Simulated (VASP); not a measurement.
All values below come from HSE06 screened hybrid, VASP's PBE PAW potentials (set 64) (plane waves; VASP 6.6.1).

VASP input:

### INCAR
```
# general
SYSTEM    =  Ga32P31S
PREC      =  Normal
ENCUT     =  400   # plane-wave cut-off (eV)
LREAL     =  Auto
LASPH     =  T   # aspherical one-centre terms
ISYM      =  0

# electronic loop
EDIFF     =  1E-5   # SCF stop (eV)
NELM      =  50
NELMIN    =  4
ALGO      =  Normal   # blocked Davidson
LMAXMIX   =  4

# smearing
ISMEAR    =  0   # Gaussian
SIGMA     =  0.05

# functional
GGA       =  PE   # PBE
LHFCALC   =  T
AEXX      =  0.25
HFSCREEN  =  0.2   # 1/Angstrom
PRECFOCK  =  Fast

# spin
ISPIN     =  2
MAGMOM    =  64*0.0156
NUPDOWN   =  1

# ions
ISIF      =  0

# output
LWAVE     =  F
LCHARG    =  F
LORBIT    =  10
```

POSCAR:
```
Ga32P31S
11.0671090
  1.0000000188   0.0000000000   0.0000000000
  0.0000000000   1.0000000188   0.0000000000
  0.0000000000   0.0000000000   1.0000000188
Ga P S
32 31 1
Cartesian
  0.5002242497   0.9997319861   0.9997110826
  0.7500117003   0.2499644992   0.9997454189
  0.7496334132   0.9994753630   0.2493936523
  0.9998412335   0.0001369567   0.0000165880
  0.2493227989   0.2499484988   0.9992378648
  0.5000245948   0.5002568287   0.9990539548
  0.7499079403   0.7504523858   0.9993192403
  0.2496380743   0.9998203807   0.2503072224
  0.4956476041   0.2468452112   0.2459275344
  0.7541297091   0.5046666031   0.2460809025
  0.4998527181   0.9995034192   0.4999793241
  0.7540659695   0.2455694502   0.5033284575
  0.7498321736   0.9997883519   0.7505383484
  0.0002460008   0.4998071394   0.9995543293
  0.2502209319   0.7498535234   0.0001934098
  0.0006049249   0.2502458886   0.2494562032
  0.2489914441   0.5003331100   0.2499598697
  0.4997425692   0.7509078333   0.2500036933
  0.0006038008   0.9992393793   0.4999243495
  0.2490689442   0.2496386850   0.5000788419
  0.4956005961   0.5039307755   0.5042692596
  0.7498562330   0.7508541134   0.5002969609
  0.2502487284   0.0001451263   0.7498319826
  0.5001377011   0.2498423898   0.7506712944
  0.7501388828   0.4997921043   0.7503409593
  0.0003892639   0.7508646983   0.2501076788
  0.0005889548   0.4998586696   0.5003278552
  0.2495656432   0.7503503856   0.4998409150
  0.0000489356   0.2503454777   0.7503554481
  0.2493701444   0.4998629832   0.7506837757
  0.5002259795   0.7506686522   0.7504669142
  0.9997829701   0.7497438549   0.7499122086
  0.6249765935   0.1253825046   0.1250404180
  0.8748546493   0.3748812037   0.1249991105
  0.8754523492   0.1244709391   0.3739103447
  0.1254035848   0.1250102165   0.1249657768
  0.3742885514   0.3758360346   0.1244426603
  0.6244613766   0.6254640286   0.1248272273
  0.8748138120   0.8746660923   0.1248404029
  0.3749702244   0.1252299716   0.3753772889
  0.8753585201   0.6255646393   0.3757816152
  0.6246650275   0.1249257153   0.6248784202
  0.8747861898   0.3751092865   0.6247090112
  0.8748546568   0.1252723055   0.8747846567
  0.1243466787   0.6251691225   0.1249797759
  0.3749423079   0.8755891052   0.1251102154
  0.1248499799   0.3749422990   0.3750230248
  0.3748641123   0.6250939910   0.3745372902
  0.6249670658   0.8751125564   0.3749811375
  0.1243837475   0.1250002642   0.6251761404
  0.3746556046   0.3743312256   0.6252813165
  0.6253353607   0.6249862836   0.6251495883
  0.8748525411   0.8754682691   0.6251553000
  0.3752048444   0.1250465908   0.8753124773
  0.6252481664   0.3749310306   0.8750222007
  0.8747899694   0.6247224421   0.8752055120
  0.1252194912   0.8750505052   0.3749550704
  0.1254087766   0.6248939238   0.6249537972
  0.3750571947   0.8746249897   0.6247986145
  0.1246639421   0.3749388466   0.8749166748
  0.3750725476   0.6250791748   0.8744865034
  0.6250491593   0.8752343023   0.8750411714
  0.1250638941   0.8749480402   0.8749544930
  0.6249408175   0.3754960158   0.3749228639
```

KPOINTS:
```
Automatic mesh
0
Gamma
1 1 1
0 0 0
```

POTCAR, in this order: Ga P S (PBE.64 set). Program: vasp_gam. Read from the step before: WAVECAR.

Output

File OSZICAR:
```
       N       E                     dE             d eps       ncg     rms          rms(c)
DAV:   1    -0.340661610949E+03   -0.34066E+03   -0.17263E+01   645   0.108E+01    0.107E+01
DAV:   2    -0.340786525065E+03   -0.12491E+00   -0.55021E-01   719   0.123E+00    0.709E+00
DAV:   3    -0.340755642896E+03    0.30882E-01   -0.27898E-02   720   0.287E-01    0.409E+00
DAV:   4    -0.340741501302E+03    0.14142E-01   -0.77823E-03   736   0.160E-01    0.229E+00
DAV:   5    -0.340736578560E+03    0.49227E-02   -0.25955E-03   734   0.899E-02    0.126E+00
DAV:   6    -0.340734841845E+03    0.17367E-02   -0.68936E-04   702   0.496E-02    0.687E-01
DAV:   7    -0.340734233805E+03    0.60804E-03   -0.23298E-04   694   0.299E-02    0.370E-01
DAV:   8    -0.340734031028E+03    0.20278E-03   -0.86145E-05   694   0.183E-02    0.197E-01
DAV:   9    -0.340733966567E+03    0.64462E-04   -0.28593E-05   471   0.109E-02    0.107E-01
DAV:  10    -0.340733947892E+03    0.18675E-04   -0.12889E-05   383   0.757E-03    0.544E-02
DAV:  11    -0.340733943727E+03    0.41651E-05   -0.46738E-06   374   0.430E-03
   1 F= -.34073394E+03 E0= -.34073394E+03  d E =-.366880E-12  mag=     1.0000
```

File OUTCAR:
```
------------------------ aborting loop because EDIFF is reached ----------------------------------------
  volume of cell :     1355.51
      direct lattice vectors                 reciprocal lattice vectors
    11.067109208  0.000000000  0.000000000     0.090357832  0.000000000  0.000000000
     0.000000000 11.067109208  0.000000000     0.000000000  0.090357832  0.000000000
     0.000000000  0.000000000 11.067109208     0.000000000  0.000000000  0.090357832
  FREE ENERGIE OF THE ION-ELECTRON SYSTEM (eV)
  ---------------------------------------------------
  free  energy   TOTEN  =      -340.7339437268 eV

  energy  without entropy=     -340.7339437268  energy(sigma->0) =     -340.73394373

  exchange ACFDT corr.  =         0.00000000  see jH, gK, PRB 81, 115126

 total charge

# of ion       s       p       d       tot
------------------------------------------
    1        1.085   1.276   0.170   2.532
    2        1.077   1.281   0.170   2.528
    3        1.077   1.280   0.169   2.525
    4        1.075   1.275   0.168   2.518
    5        1.085   1.276   0.170   2.531
    6        1.076   1.278   0.169   2.524
    7        1.085   1.276   0.170   2.531
    8        1.085   1.276   0.170   2.532
    9        1.087   1.214   0.168   2.469
   10        1.087   1.214   0.167   2.469
   11        1.077   1.280   0.169   2.526
   12        1.087   1.213   0.167   2.468
   13        1.085   1.276   0.170   2.531
   14        1.085   1.276   0.170   2.532
   15        1.075   1.274   0.168   2.517
   16        1.077   1.280   0.169   2.526
   17        1.076   1.279   0.169   2.525
   18        1.077   1.280   0.169   2.526
   19        1.085   1.275   0.170   2.530
   20        1.077   1.279   0.169   2.525
   21        1.087   1.215   0.168   2.470
   22        1.076   1.279   0.169   2.525
   23        1.075   1.274   0.168   2.517
   24        1.076   1.279   0.169   2.525
   25        1.077   1.281   0.170   2.527
   26        1.085   1.276   0.170   2.531
   27        1.077   1.280   0.169   2.526
   28        1.085   1.276   0.170   2.531
   29        1.085   1.277   0.170   2.532
   30        1.085   1.275   0.170   2.530
   31        1.085   1.275   0.170   2.530
   32        1.075   1.274   0.168   2.517
   33        1.007   1.533   0.000   2.540
   34        1.007   1.533   0.000   2.540
   35        1.007   1.531   0.000   2.538
   36        1.007   1.534   0.000   2.540
   37        1.007   1.531   0.000   2.539
   38        1.007   1.532   0.000   2.539
   39        1.007   1.534   0.000   2.541
   40        1.007   1.532   0.000   2.540
   41        1.007   1.531   0.000   2.539
   42        1.007   1.532   0.000   2.540
   43        1.007   1.533   0.000   2.540
   44        1.007   1.534   0.000   2.540
   45        1.007   1.534   0.000   2.540
   46        1.007   1.534   0.000   2.540
   47        1.006   1.537   0.000   2.543
   48        1.007   1.532   0.000   2.539
   49        1.006   1.537   0.000   2.543
   50        1.007   1.534   0.000   2.540
   51        1.007   1.531   0.000   2.539
   52        1.007   1.532   0.000   2.539
   53        1.007   1.534   0.000   2.540
   54        1.007   1.534   0.000   2.541
   55        1.006   1.537   0.000   2.543
   56        1.007   1.534   0.000   2.541
   57        1.031   1.521   0.000   2.552
   58        1.007   1.534   0.000   2.540
   59        1.007   1.534   0.000   2.540
   60        1.031   1.521   0.000   2.552
   61        1.007   1.534   0.000   2.541
   62        1.031   1.521   0.000   2.552
   63        1.006   1.533   0.000   2.539
   64        1.358   2.370   0.000   3.728
--------------------------------------------------
tot         67.234  90.486   5.414 163.135

 magnetization (x)

# of ion       s       p       d       tot
------------------------------------------
    1        0.014   0.004   0.002   0.019
    2        0.001  -0.001  -0.000  -0.000
    3        0.001  -0.001  -0.000  -0.000
    4       -0.000  -0.000  -0.000  -0.001
    5        0.014   0.004   0.002   0.019
    6        0.001  -0.001  -0.000  -0.000
    7        0.014   0.004   0.002   0.019
    8        0.014   0.004   0.002   0.019
    9        0.021   0.029   0.001   0.051
   10        0.021   0.029   0.001   0.051
   11        0.001  -0.001  -0.000  -0.000
   12        0.021   0.029   0.001   0.051
   13        0.014   0.004   0.002   0.019
   14        0.014   0.004   0.002   0.019
   15       -0.000  -0.000  -0.000  -0.001
   16        0.001  -0.001  -0.000  -0.000
   17        0.001  -0.001  -0.000  -0.000
   18        0.001  -0.001  -0.000  -0.000
   19        0.014   0.004   0.002   0.019
   20        0.001  -0.001  -0.000  -0.000
   21        0.021   0.029   0.001   0.051
...
```
(Selected blocks of OUTCAR.)

The supercell is sampled at Γ alone, which is coarse: total energies, pressure and levels can be off, energies of defects by several tenths of an eV.

The cell is a supercell with a defect, built from GaP (zinc blende): S_P. The cell's shape comes from a PBE relaxation.
